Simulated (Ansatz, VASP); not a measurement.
# ZrC: VASP beside Ansatz, part 2 of 3

One calculation is typed for both programs; each brings its own data sets. How far apart do they land? The cell is taken from a series of runs on this material, whose earlier steps may have relaxed, scaled, displaced or heated it; both programs get it as it stands.

VASP 6.6.1 and Ansatz 0.2.0.

So far: Set-up; Ansatz: elastic constants, PBEsol, pair 1.

### Step 3. VASP: elastic constants, PBEsol, pair 1

Level of this step: PBEsol; plane waves and PAW (Zr_sv, C) (VASP).

The same cell, functional, mesh and smearing now go to VASP, with its own data sets.

Lines of VASP's logs that name or quote its potential files are left out, and so is its time.

INCAR

```
SYSTEM = ZrC
PREC = Accurate
ENCUT = 600
EDIFF = 1E-08
NELM = 120
ISMEAR = 0
SIGMA = 0.1
LREAL = .FALSE.
ALGO = Normal
GGA = PS
NBANDS = 14
LASPH = .TRUE.
LORBIT = 11
LWAVE = .FALSE.
LCHARG = .FALSE.
ISIF = 3
IBRION = 6
NFREE = 2
POTIM = 0.015
NSW = 1
GGA_COMPAT = .FALSE.
KPAR = 2
```

POSCAR

```
ZrC
1.0
    0.0000000000      2.3618482582      2.3618482582
    2.3618482582      0.0000000000      2.3618482582
    2.3618482582      2.3618482582      0.0000000000
Zr C
1 1
Direct
    0.5000000000      0.5000000000      0.5000000000
    0.0000000000      0.0000000000      0.0000000000
```

KPOINTS

```
Automatic mesh
0
Gamma
2 2 2
0 0 0
```

The projector-augmented-wave data sets are Zr_sv and C (PBE family, release 64).

Started as:

```
$ mpirun -np 2 vasp_std
```

Numbers of over 12 decimals in the logs are rounded to 6 here.

Output:

```text
[banner, memory and clock lines left out]
running    2 mpi-ranks, on    1 nodes
 distrk:  each k-point on    1 cores,    2 groups
 distr:  one band on    1 cores,    1 groups

 POSCAR found type information on POSCAR ZrC
 POSCAR found :  2 types and       2 ions
|                                                                             |
|               ----> ADVICE to this user running VASP <----                  |
|                                                                             |
|     You enforced a specific xc type in the INCAR file but a different       |
|     [... a line on the potential file left out ...]
|     I HOPE YOU KNOW WHAT YOU ARE DOING!                                     |
|                                                                             |

 LDA part: xc-table for (Slater+PW92), standard interpolation
 POSCAR, INCAR and KPOINTS ok, starting setup
 FFT: planning ... GRIDC
 FFT: planning ... GRID_SOFT
 FFT: planning ... GRID
 WAVECAR not read
 entering main loop
       N       E                     dE             d eps       ncg     rms          rms(c)
DAV:   1     0.139365345319E+03    0.13937E+03   -0.95471E+03    84   0.131E+03
DAV:   2    -0.139588002192E+02   -0.15332E+03   -0.14367E+03   102   0.340E+02
DAV:   3    -0.224774403418E+02   -0.85186E+01   -0.84515E+01   134   0.719E+01
DAV:   4    -0.225679342591E+02   -0.90494E-01   -0.88919E-01   104   0.558E+00
DAV:   5    -0.225684373969E+02   -0.50314E-03   -0.50313E-03   110   0.447E-01    0.198E+01
DAV:   6    -0.195182094464E+02    0.30502E+01   -0.10405E+01    90   0.243E+01    0.746E+00
DAV:   7    -0.194297614683E+02    0.88448E-01   -0.63430E-01   116   0.546E+00    0.569E+00
DAV:   8    -0.194046850854E+02    0.25076E-01   -0.27603E-01    84   0.359E+00    0.196E+00
DAV:   9    -0.193894998312E+02    0.15185E-01   -0.53325E-02    84   0.128E+00    0.299E-01
DAV:  10    -0.193900252529E+02   -0.52542E-03   -0.22362E-03   108   0.410E-01    0.219E-01
DAV:  11    -0.193896054694E+02    0.41978E-03   -0.11667E-03    84   0.186E-01    0.104E-02
DAV:  12    -0.193896063256E+02   -0.85623E-06   -0.27985E-05   102   0.370E-02    0.847E-03
DAV:  13    -0.193896060122E+02    0.31342E-06   -0.74118E-07    96   0.607E-03    0.246E-03
DAV:  14    -0.193896058790E+02    0.13316E-06   -0.65761E-08   122   0.213E-03    0.567E-04
DAV:  15    -0.193896058660E+02    0.12976E-07   -0.14181E-09    60   0.380E-04    0.218E-04
DAV:  16    -0.193896058651E+02    0.93951E-09   -0.15225E-09    60   0.258E-04
   1 F= -.19389606E+02 E0= -.19389605E+02  d E =-.190509E-05
[... from here on, the cycles between the ionic steps are left out ...]
   2 F= -.19381143E+02 E0= -.19381130E+02  d E =-.265551E-04
   9 F= -.19386570E+02 E0= -.19386545E+02  d E =-.496907E-04
  10 F= -.19386570E+02 E0= -.19386545E+02  d E =-.496335E-04
  11 F= -.19386570E+02 E0= -.19386545E+02  d E =-.496387E-04
  12 F= -.19386570E+02 E0= -.19386545E+02  d E =-.496340E-04
  13 F= -.19386570E+02 E0= -.19386545E+02  d E =-.496893E-04
  14 F= -.19387549E+02 E0= -.19387547E+02  d E =-.355567E-05
  15 F= -.19387549E+02 E0= -.19387547E+02  d E =-.355690E-05
  16 F= -.19387548E+02 E0= -.19387547E+02  d E =-.355641E-05
 Finite differences progress:
  Degree of freedom:   8/  8
  Displacement:        1/  2
  Total:              15/ 16
 bond charge predicted
       N       E                     dE             d eps       ncg     rms          rms(c)
DAV:   1    -0.193879578272E+02   -0.40939E-03   -0.18273E+00   112   0.750E+00    0.169E-01
DAV:   2    -0.193878759408E+02    0.81886E-04   -0.96398E-03   142   0.590E-01    0.969E-02
DAV:   3    -0.193875382995E+02    0.33764E-03   -0.99067E-04   130   0.233E-01    0.213E-02
DAV:   4    -0.193875494218E+02   -0.11122E-04   -0.18313E-04   124   0.680E-02    0.159E-02
DAV:   5    -0.193875486463E+02    0.77554E-06   -0.19048E-06   130   0.123E-02    0.748E-03
DAV:   6    -0.193875484447E+02    0.20151E-06   -0.94775E-07   138   0.836E-03    0.145E-03
DAV:   7    -0.193875484462E+02   -0.14370E-08   -0.16318E-07   112   0.318E-03    0.629E-04
DAV:   8    -0.193875484417E+02    0.44972E-08   -0.16696E-09    56   0.412E-04
  17 F= -.19387548E+02 E0= -.19387547E+02  d E =-.355519E-05
 Finite differences progress:
  Degree of freedom:   8/  8
  Displacement:        2/  2
  Total:              16/ 16
```

From OUTCAR (step 3):

```text
ion  position               nearest neighbor table
   1  0.500  0.500  0.500-   2 2.36   2 2.36   2 2.36   2 2.36   2 2.36   2 2.36
   2  0.000  0.000  0.000-   1 2.36   1 2.36   1 2.36   1 2.36   1 2.36   1 2.36

  LATTYP: Found a face centered cubic cell.
 ALAT       =     4.7236965164

 Subroutine GETGRP returns: Found 48 space group operations
 (whereof 48 operations were pure point group operations)

The static configuration has the point symmetry O_h .

 Found      3 irreducible k-points:

   k-points           NKPTS =      3   k-points in BZ     NKDIM =      3   number of bands    NBANDS=     14

   dimension x,y,z NGX =    28 NGY =   28 NGZ =   28
   dimension x,y,z NGXF=    56 NGYF=   56 NGZF=   56

   ENCUT  =  600.0 eV  44.10 Ry    6.64 a.u.   6.67  6.67  6.67*2*pi/ulx,y,z

   NELECT =      16.0000    total number of electrons

 k-points in reciprocal lattice and weights: Automatic mesh
   0.00000000  0.00000000  0.00000000       0.125
   0.50000000  0.00000000  0.00000000       0.500
   0.50000000  0.50000000  0.00000000       0.375

 average (electrostatic) potential at core
       1 -73.6210       2 -43.8378

 E-fermi :   9.9244

 k-point     1 :       0.0000    0.0000    0.0000
  band No.  band energies     occupation
      1     -39.0015      2.00000
      2     -16.7300      2.00000
      3     -16.7297      2.00000
      4     -16.7297      2.00000
      5      -1.7265      2.00000
      6      10.2261      0.00002
      7      10.2261      0.00002
      8      10.2499      0.00000
      9      10.5407      0.00000
     10      10.5747      0.00000
    ...

 k-point     2 :       0.5000    0.0000    0.0000
  band No.  band energies     occupation
    ...
      4     -16.8060      2.00000
      5       1.3790      2.00000
      6       4.1148      2.00000
      7       6.5275      2.00000
      8       6.5278      2.00000
      9      13.5811      0.00000
     10      13.5819      0.00000
     11      14.5402      0.00000
     12      15.7576      0.00000
     13      19.3568      0.00000
    ...

 k-point     3 :       0.5000    0.5000    0.0000
  band No.  band energies     occupation
    ...
      5      -0.5011      2.00000
      6       7.3661      2.00000
      7       7.4649      2.00000
      8       9.6048      1.99999
      9       9.6105      1.99999
     10      13.5449      0.00000
     11      14.6886      0.00000
     12      14.6888      0.00000
     13      17.1036      0.00000
     14      19.4889      0.00000

  Total        0.0591719      0.0520306      0.0520306      0.0000000      0.0000000      0.0000000
  in kB        3.5978275      3.1636147      3.1636147      0.0000000      0.0000000      0.0000000
  external PRESSURE =       3.3083523 kB  Pullay stress =       0.0000000 kB

  energy-cutoff  :      600.00
  volume of cell :       26.35
      direct lattice vectors                 reciprocal lattice vectors
     0.000000000  2.361848258  2.361848258    -0.211698613  0.211698613  0.211698613
     2.361848258  0.000000000  2.361848258     0.211698613 -0.211698613  0.211698613
     2.361848258  2.361848258  0.000000000     0.211698613  0.211698613 -0.211698613

 POSITION                                       TOTAL-FORCE (eV/Angst)
 -----------------------------------------------------------------------------------
      2.36185      2.36185      2.36185        -0.274366      0.000000      0.000000
     -0.01500      0.00000      0.00000         0.274366      0.000000      0.000000
 -----------------------------------------------------------------------------------
    total drift:                               -0.000003      0.000000      0.000000

  FREE ENERGIE OF THE ION-ELECTRON SYSTEM (eV)
  ---------------------------------------------------
  free  energy   TOTEN  =       -19.3875484417 eV

  energy  without entropy=      -19.3875448865  energy(sigma->0) =      -19.38754666

  SYMMETRIZED ELASTIC MODULI (kBar)
 Direction    XX          YY          ZZ          XY          YZ          ZX
 --------------------------------------------------------------------------------
 XX        5261.3219    885.0492    885.0492      0.0000     -0.0000      0.0000
 YY         885.0492   5261.3219    885.0492     -0.0000      0.0000      0.0000
 ZZ         885.0492    885.0492   5261.3219     -0.0000     -0.0000     -0.0000
 XY           0.0000     -0.0000     -0.0000   1641.2086      0.0000      0.0000
 YZ          -0.0000      0.0000     -0.0000      0.0000   1641.2086      0.0000
 ZX           0.0000      0.0000     -0.0000      0.0000      0.0000   1641.2086
 --------------------------------------------------------------------------------

 Eigenvectors and eigenvalues of the dynamical matrix
 ----------------------------------------------------

   1 f  =   20.522740 THz   128.948181 2PiTHz  684.564936 cm-1    84.875197 meV
             X         Y         Z           dx          dy          dz
      2.361848  2.361848  2.361848     0.000000    0.341098    0.000000
      0.000000  0.000000  0.000000     0.000000   -0.940028    0.000000

   2 f  =   20.522740 THz   128.948181 2PiTHz  684.564936 cm-1    84.875197 meV
             X         Y         Z           dx          dy          dz
      2.361848  2.361848  2.361848    -0.341098    0.000000    0.000000
      0.000000  0.000000  0.000000     0.940028    0.000000    0.000000

   3 f  =   20.522740 THz   128.948181 2PiTHz  684.564936 cm-1    84.875197 meV
             X         Y         Z           dx          dy          dz
      2.361848  2.361848  2.361848     0.000000    0.000000   -0.341098
      0.000000  0.000000  0.000000     0.000000    0.000000    0.940028

   4 f/i=    0.000060 THz     0.000374 2PiTHz    0.001988 cm-1     0.000246 meV
             X         Y         Z           dx          dy          dz
      2.361848  2.361848  2.361848     0.940028    0.000000    0.000000
      0.000000  0.000000  0.000000     0.341098    0.000000    0.000000

   5 f/i=    0.000060 THz     0.000374 2PiTHz    0.001988 cm-1     0.000246 meV
             X         Y         Z           dx          dy          dz
      2.361848  2.361848  2.361848     0.000000    0.000000    0.940028
      0.000000  0.000000  0.000000     0.000000    0.000000    0.341098

   6 f/i=    0.000060 THz     0.000374 2PiTHz    0.001988 cm-1     0.000246 meV
             X         Y         Z           dx          dy          dz
      2.361848  2.361848  2.361848     0.000000   -0.940028    0.000000
      0.000000  0.000000  0.000000     0.000000   -0.341098    0.000000

 ELASTIC MODULI CONTR FROM IONIC RELAXATION (kBar)
 Direction    XX          YY          ZZ          XY          YZ          ZX
 --------------------------------------------------------------------------------
 XX           0.0000      0.0000      0.0000      0.0000      0.0000      0.0000
 YY           0.0000      0.0000      0.0000      0.0000      0.0000      0.0000
 ZZ           0.0000      0.0000      0.0000      0.0000      0.0000      0.0000
 XY           0.0000      0.0000      0.0000      0.0000      0.0000      0.0000
 YZ           0.0000      0.0000      0.0000      0.0000      0.0000      0.0000
 ZX           0.0000      0.0000      0.0000      0.0000      0.0000      0.0000
 --------------------------------------------------------------------------------

 TOTAL ELASTIC MODULI (kBar)
 Direction    XX          YY          ZZ          XY          YZ          ZX
 --------------------------------------------------------------------------------
 XX        5261.3219    885.0492    885.0492      0.0000     -0.0000      0.0000
 YY         885.0492   5261.3219    885.0492     -0.0000      0.0000      0.0000
 ZZ         885.0492    885.0492   5261.3219     -0.0000     -0.0000     -0.0000
 XY           0.0000     -0.0000     -0.0000   1641.2086      0.0000      0.0000
 YZ          -0.0000      0.0000     -0.0000      0.0000   1641.2086      0.0000
 ZX           0.0000      0.0000     -0.0000      0.0000      0.0000   1641.2086
 --------------------------------------------------------------------------------

 total charge
# of ion       s       p       d       tot
------------------------------------------
    1        2.152   6.072   1.497   9.721
    2        0.864   1.503   0.000   2.367
--------------------------------------------------
tot          3.016   7.575   1.497  12.088

[... 1 further part left out ...]
```

CONTCAR:

```
ZrC
   1.00000000000000
     0.0000000000000000    2.3618482582000002    2.3618482582000002
     2.3618482582000002    0.0000000000000000    2.3618482582000002
     2.3618482582000002    2.3618482582000002    0.0000000000000000
  Zr              C
     1     1
Direct
     0.5000000000000000    0.5000000000000000    0.5000000000000000
     0.0031754791926031   -0.0031754791926031   -0.0031754791926031
```

The last energy, forces, stress and levels in OUTCAR belong to the last displaced cell, not to the cell of POSCAR.

Levels, forces or a CONTCAR printed for this step are those of its last displaced cell, not of the structure at rest.

### Step 4. Side by side

Known differences besides the potentials themselves: the cutoff is 420 eV in Ansatz and 600 eV in VASP; Ansatz makes its cores anew for this functional, VASP keeps those of its PBE data sets; VASP takes each elastic constant from one size of strain, Ansatz from those that its log lists. Total energies have different zeros and are not compared.

The two programs side by side:

| quantity | Ansatz | VASP | difference |
| --- | --- | --- | --- |
| C11 (GPa) | 523.1 | 526.1 | -0.58 % |
| C22 (GPa) | 523.1 | 526.1 | -0.58 % |
| C33 (GPa) | 523.1 | 526.1 | -0.58 % |
| C12 (GPa) | 89.0 | 88.5 | +0.56 % |
| C13 (GPa) | 89.0 | 88.5 | +0.56 % |
| C23 (GPa) | 89.0 | 88.5 | +0.56 % |
| C44 (GPa) | 164.6 | 164.1 | +0.30 % |
| C55 (GPa) | 164.6 | 164.1 | +0.30 % |
| C66 (GPa) | 164.6 | 164.1 | +0.30 % |

### Step 5. VASP: elastic constants, PBEsol, pair 2

Elastic constants are differences of stresses under small strains, so they test the stress and the mesh. The cell compared in this pair holds 25.45 Å³, against 26.35 Å³ for the pair before.

INCAR is that of step 3.

POSCAR

```
ZrC
1.0
    0.0000000000      2.3346425193      2.3346425193
    2.3346425193      0.0000000000      2.3346425193
    2.3346425193      2.3346425193      0.0000000000
Zr C
1 1
Direct
    0.5000000000      0.5000000000      0.5000000000
    0.0000000000      0.0000000000      0.0000000000
```

KPOINTS

```
Automatic mesh
0
Gamma
12 12 12
0 0 0
```

Started as:

```
$ mpirun -np 2 vasp_std
```

Output:

```text
[banner, memory and clock lines left out]
running    2 mpi-ranks, on    1 nodes
[...]
[... a notice as in an earlier step ...]

 LDA part: xc-table for (Slater+PW92), standard interpolation
 POSCAR, INCAR and KPOINTS ok, starting setup
[...]
entering main loop
       N       E                     dE             d eps       ncg     rms          rms(c)
DAV:   1     0.108683090041E+03    0.10868E+03   -0.94577E+03  2024   0.129E+03
DAV:   2    -0.169138894944E+02   -0.12560E+03   -0.11783E+03  2532   0.320E+02
DAV:   3    -0.236369608596E+02   -0.67231E+01   -0.66675E+01  3288   0.622E+01
DAV:   4    -0.237799520587E+02   -0.14299E+00   -0.14296E+00  2474   0.612E+00
[...]
DAV:  14    -0.205735347950E+02    0.71508E-07   -0.82436E-08  2364   0.198E-03    0.608E-04
DAV:  15    -0.205735348161E+02   -0.21060E-07   -0.73594E-09  1392   0.752E-04    0.490E-04
DAV:  16    -0.205735348145E+02    0.15432E-08   -0.21432E-09  1212   0.386E-04
   1 F= -.20573535E+02 E0= -.20572438E+02  d E =-.219462E-02
[... from here on, the cycles between the ionic steps are left out ...]
   2 F= -.20565856E+02 E0= -.20564837E+02  d E =-.203811E-02
   8 F= -.20570778E+02 E0= -.20569719E+02  d E =-.211826E-02
   9 F= -.20570778E+02 E0= -.20569719E+02  d E =-.211825E-02
  10 F= -.20570778E+02 E0= -.20569719E+02  d E =-.211825E-02
  11 F= -.20570778E+02 E0= -.20569719E+02  d E =-.211825E-02
  12 F= -.20570778E+02 E0= -.20569719E+02  d E =-.211825E-02
  13 F= -.20570778E+02 E0= -.20569719E+02  d E =-.211825E-02
  14 F= -.20572709E+02 E0= -.20571608E+02  d E =-.220045E-02
  15 F= -.20572709E+02 E0= -.20571608E+02  d E =-.220044E-02
  16 F= -.20572709E+02 E0= -.20571609E+02  d E =-.220044E-02
  17 F= -.20572709E+02 E0= -.20571609E+02  d E =-.220045E-02
 Finite differences progress:
  Degree of freedom:   8/  8
  Displacement:        2/  2
  Total:              16/ 16
```

OUTCAR, selected parts (step 5):

```text
  Total        0.0585986      0.0481728      0.0481728      0.0000000      0.0000000      0.0000000
  in kB        3.6889812      3.0326420      3.0326420      0.0000000      0.0000000      0.0000000
  external PRESSURE =       3.2514217 kB  Pullay stress =       0.0000000 kB

 POSITION                                       TOTAL-FORCE (eV/Angst)
 -----------------------------------------------------------------------------------
      2.33464      2.33464      2.33464        -0.110343      0.000000      0.000000
     -0.01500      0.00000      0.00000         0.110343      0.000000      0.000000
 -----------------------------------------------------------------------------------
    total drift:                               -0.000053      0.000000      0.000000

  FREE ENERGIE OF THE ION-ELECTRON SYSTEM (eV)
  ---------------------------------------------------
  free  energy   TOTEN  =       -20.5727088531 eV

  energy  without entropy=      -20.5705083999  energy(sigma->0) =      -20.57160863

[... 3 further parts left out ...]
[key lines of the parts left out:]
E-fermi :   9.7761
```

Levels, forces or a CONTCAR printed for this step are those of its last displaced cell, not of the structure at rest.

### Step 6. Ansatz: elastic constants, PBEsol, pair 2

The same cell, functional, mesh and smearing now go to Ansatz, which takes its cutoff from its data sets.

The cell is taken from a series of runs on this material, whose earlier steps may have relaxed, scaled, displaced or heated it; both programs get it as it stands.

input.yaml

```yaml
crystal:
  lattice:
    - [0.0, 2.3346425193, 2.3346425193]
    - [2.3346425193, 0.0, 2.3346425193]
    - [2.3346425193, 2.3346425193, 0.0]
  atoms:
    - { symbol: Zr, position: [0.5, 0.5, 0.5] }
    - { symbol: C, position: [0.0, 0.0, 0.0] }
kpoints:
  mp_grid: { grid: [12, 12, 12] }
hamiltonian:
  xc: pbesol
scf:
  occupations: { method: gaussian, width: 0.1 }
output:
  forces: true
  stress: true
  eigenvalues: true
elastic:
  mode: relaxed_ion
  stencil: two_point
```

Started as:

```
$ ansatz run input.yaml --threads 4 --pin off --max-ram 8192MiB --backend cpu --events-out ev --progress --plain --runs-dir out
```

Output:

```text
[...]
Crystal: 2 atoms, lattice volume = 25.450 Å³
Basis set: ecut = 420 eV, 531 PW (Γ), exchange–correlation on 48×48×48 points (8 copies of the dense FFT grid, shifted against one another)
Bands: 12, of which v1, the nominal top of the filled ones, is band 8 counted from 1 (7 counted from 0)
Symmetry: 48 space group operations
[...]
k-points: 72 of 1728
[...]
2.000e-3       0.9700       -4377.1724809       4   28757    531   relax 0 steps, max|allowed force component| 4.88e-30 eV/Å
[...]
δ    σ_23 (GPa)             F (eV)   n_scf  n_hpsi   n_pw
    -2.000e-3      -0.3091       -4377.1725911       5   53612    531   relax 0 steps, max|allowed force component| 5.36e-29 eV/Å
     2.000e-3       0.3091       -4377.1725911       4   48491    531   relax 0 steps, max|allowed force component| 3.04e-29 eV/Å
[key lines of the parts left out:]
SCF converged after 8 iterations
Free energy (F): -4377.172631 eV
Fermi energy:    15.130399 eV
P = ⅓ Tr σ = -0.0001 GPa (-0.001 kbar)
```

### Step 7. Side by side

Compared:

| quantity | Ansatz | VASP | difference |
| --- | --- | --- | --- |
| C11 (GPa) | 489.7 | 493.7 | -0.82 % |
| C22 (GPa) | 489.7 | 493.7 | -0.82 % |
| C33 (GPa) | 489.7 | 493.7 | -0.82 % |
| C12 (GPa) | 109.0 | 107.9 | +1.01 % |
| C13 (GPa) | 109.0 | 107.9 | +1.01 % |
| C23 (GPa) | 109.0 | 107.9 | +1.01 % |
| C44 (GPa) | 154.5 | 154.7 | -0.12 % |
| C55 (GPa) | 154.5 | 154.7 | -0.12 % |
| C66 (GPa) | 154.5 | 154.7 | -0.12 % |

(Part 2 of 3 ends here.)

[Lines on the potential files, build, host, timing and source positions are cut from VASP's logs without a mark.]

[Logs are printed without paths, hosts, clocks, repeated set-up lines and the standing remarks that a program may print on its own settings, such as how far it seeks lower states.]

[Hosts, paths, dates, database ids (printed as entryN), source tags and the programs' standing remarks are cut or masked in the printed files.]
